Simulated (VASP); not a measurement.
Output of a VASP run:

### OUTCAR
```
 ion  position               nearest neighbor table
   1  0.000  0.000  0.000-   2 1.89   2 1.89   2 1.89   2 1.89
   2  0.250  0.250  0.250-   1 1.89   1 1.89   1 1.89   1 1.89
  LATTYP: Found a face centered cubic cell.
 ALAT       =     4.3642554686
 Subroutine PRICEL returns:
 Original cell was already a primitive cell.
 Subroutine GETGRP returns: Found 24 space group operations
The static configuration has the point symmetry T_d .
The dynamic configuration has the point symmetry T_d .
 Subroutine INISYM returns: Found 24 space group operations
 Subroutine IBZKPT returns following result:
 Found     47 irreducible k-points:

 Following reciprocal coordinates:
            Coordinates               Weight
  0.000000  0.000000  0.000000      1.000000
  0.100000  0.000000  0.000000      8.000000
  0.200000  0.000000  0.000000      8.000000
  0.300000  0.000000  0.000000      8.000000
  0.400000  0.000000  0.000000      8.000000
  0.500000  0.000000  0.000000      4.000000
  0.100000  0.100000  0.000000      6.000000
  0.200000  0.100000  0.000000     24.000000
  0.300000  0.100000  0.000000     24.000000
  0.400000  0.100000  0.000000     24.000000
  0.500000  0.100000  0.000000     24.000000
 -0.400000  0.100000  0.000000     24.000000
 -0.300000  0.100000  0.000000     24.000000
 -0.200000  0.100000  0.000000     24.000000
 -0.100000  0.100000  0.000000     12.000000
  0.200000  0.200000  0.000000      6.000000
  0.300000  0.200000  0.000000     24.000000
  0.400000  0.200000  0.000000     24.000000
  0.500000  0.200000  0.000000     24.000000
 -0.400000  0.200000  0.000000     24.000000
 -0.300000  0.200000  0.000000     24.000000
 -0.200000  0.200000  0.000000     12.000000
  0.300000  0.300000  0.000000      6.000000
  0.400000  0.300000  0.000000     24.000000
  0.500000  0.300000  0.000000     24.000000
 -0.400000  0.300000  0.000000     24.000000
 -0.300000  0.300000  0.000000     12.000000
  0.400000  0.400000  0.000000      6.000000
  0.500000  0.400000  0.000000     24.000000
 -0.400000  0.400000  0.000000     12.000000
  0.500000  0.500000  0.000000      3.000000
  0.300000  0.200000  0.100000     24.000000
  0.400000  0.200000  0.100000     48.000000
  0.500000  0.200000  0.100000     48.000000
 -0.400000  0.200000  0.100000     24.000000
  0.400000  0.300000  0.100000     24.000000
  0.500000  0.300000  0.100000     48.000000
 -0.400000  0.300000  0.100000     48.000000
 -0.300000  0.300000  0.100000     48.000000
 -0.200000  0.300000  0.100000     24.000000
   k-points           NKPTS =     47   k-points in BZ     NKDIM =     47   number of bands    NBANDS=      8
   number of dos      NEDOS =    301   number of ions     NIONS =      2
   total plane-waves  NPLWV =  21952
   dimension x,y,z NGX =    28 NGY =   28 NGZ =   28
   dimension x,y,z NGXF=    56 NGYF=   56 NGZF=   56
   ions per type =               1   1
   PREC   = accura    normal or accurate (medium, high low for compatibility)
   ISTART =      0    job   : 0-new  1-cont  2-samecut
   ICHARG =      2    charge: 1-file 2-atom 10-const
   ISPIN  =      1    spin polarized calculation?
   LNONCOLLINEAR =      F non collinear calculations
   LSORBIT =      F    spin-orbit coupling
   INIWAV =      1    electr: 0-lowe 1-rand  2-diag
   ENCUT  =  620.0 eV  45.57 Ry    6.75 a.u.   6.27  6.27  6.27*2*pi/ulx,y,z
   NELM   =    100;   NELMIN=  2; NELMDL= -5     # of ELM steps
   EDIFF  = 0.1E-05   stopping-criterion for ELM
   LREAL  =      F    real-space projection
   NLSPLINE    = F    spline interpolate recip. space projectors
   LMAXMIX     =    2 max onsite mixed and CHGCAR
   VOSKOWN=      0    Vosko Wilk Nusair interpolation
   EDIFFG = -.2E-01   stopping-criterion for IOM
   NSW    =     40    number of steps for IOM
   NBLOCK =      1;   KBLOCK =     40    inner block; outer block
   IBRION =      2    ionic relax: 0-MD 1-quasi-New 2-CG
...
```

**OSZICAR**
```
       N       E                     dE             d eps       ncg     rms          rms(c)
DAV:   1     0.155316608397E+02    0.15532E+02   -0.45059E+03   752   0.975E+02
DAV:   2    -0.164288467063E+02   -0.31961E+02   -0.31409E+02   992   0.169E+02
DAV:   3    -0.172246918585E+02   -0.79585E+00   -0.79585E+00   912   0.338E+01
DAV:   4    -0.172271942016E+02   -0.25023E-02   -0.25023E-02  1176   0.176E+00
DAV:   5    -0.172271973746E+02   -0.31730E-05   -0.31730E-05   904   0.457E-02    0.863E+00
DAV:   6    -0.148568909162E+02    0.23703E+01   -0.13528E+01   888   0.253E+01    0.292E+00
DAV:   7    -0.148469961671E+02    0.98947E-02   -0.10902E-01   792   0.339E+00    0.198E+00
DAV:   8    -0.148412210411E+02    0.57751E-02   -0.18568E-02   872   0.201E+00    0.397E-01
DAV:   9    -0.148409296315E+02    0.29141E-03   -0.77817E-04  1040   0.237E-01    0.204E-01
DAV:  10    -0.148410368423E+02   -0.10721E-03   -0.29801E-04   832   0.150E-01    0.425E-02
DAV:  11    -0.148410329118E+02    0.39305E-05   -0.12389E-05   880   0.275E-02    0.148E-02
DAV:  12    -0.148410331557E+02   -0.24395E-06   -0.14495E-06   752   0.122E-02
   1 F= -.14192503E+02 E0= -.14192503E+02  d E =-.141925E+02
```

### OUTCAR
```
------------------------ aborting loop because EDIFF is reached ----------------------------------------
  FORCE on cell =-STRESS in cart. coord.  units (eV):
  Direction    XX          YY          ZZ          XY          YZ          ZX
  --------------------------------------------------------------------------------------
  Total        0.6478131      0.6478131      0.6478131     -0.0000000      0.0000000     -0.0000000
  in kB       49.9447459     49.9447459     49.9447459     -0.0000000      0.0000000     -0.0000000
  external PRESSURE =      -0.0552541 kB  Pullay stress =      50.0000000 kB
  volume of cell :       20.78
      direct lattice vectors                 reciprocal lattice vectors
     0.000000000  2.182127734  2.182127734    -0.229134158  0.229134158  0.229134158
     2.182127734  0.000000000  2.182127734     0.229134158 -0.229134158  0.229134158
     2.182127734  2.182127734  0.000000000     0.229134158  0.229134158 -0.229134158
  FREE ENERGIE OF THE ION-ELECTRON SYSTEM (eV)
  ---------------------------------------------------
  free  energy   TOTEN  =       -14.8410331557 eV

  energy  without entropy=      -14.8410331557  energy(sigma->0) =      -14.84103316
  enthalpy is  TOTEN    =       -14.1925033734 eV   P V=        0.6485297824

 reached required accuracy - stopping structural energy minimisation
```
(Selected blocks of OUTCAR.)

POSCAR:
```
AlN
1
    0.0000000000     2.1821277343     2.1821277343
    2.1821277343    -0.0000000000     2.1821277343
    2.1821277343     2.1821277343     0.0000000000
Al N
1 1
Direct
  0.0000000000   0.0000000000   0.0000000000
  0.2500000000   0.2500000000   0.2500000000
```

Q: Reconstruct the remaining input files.

A: Several could match; the one computed here: the input of the run itself, PBE GGA, plane waves, VASP's PBE PAW potentials (set 64).

File KPOINTS:
```
Regular mesh
0
G
10 10 10
```

INCAR:
```
EDIFF  =  1E-6
SIGMA  =  0.05
IBRION  =  2
PSTRESS  =  50
ENCUT  =  620   # plane-wave cut-off (eV)
GGA  =  PE
EDIFFG  =  -0.02   # ionic stop
PREC  =  Accurate
ALGO  =  Normal   # blocked Davidson
NELM  =  100   # most electronic steps
SYSTEM  =  AlN
ISMEAR  =  0   # Gaussian
LCHARG  =  .FALSE.
LREAL  =  .FALSE.
LASPH  =  .TRUE.   # aspherical one-centre terms
LWAVE  =  .FALSE.
ISIF  =  3
NSW  =  40   # most ionic steps
```

POTCAR, in this order: Al N (PBE.64 set). Program: vasp_std.

The compound is AlN in the zinc blende structure, a metastable form; wurtzite is the usual one. It was relaxed first under an external pressure of 5 GPa.
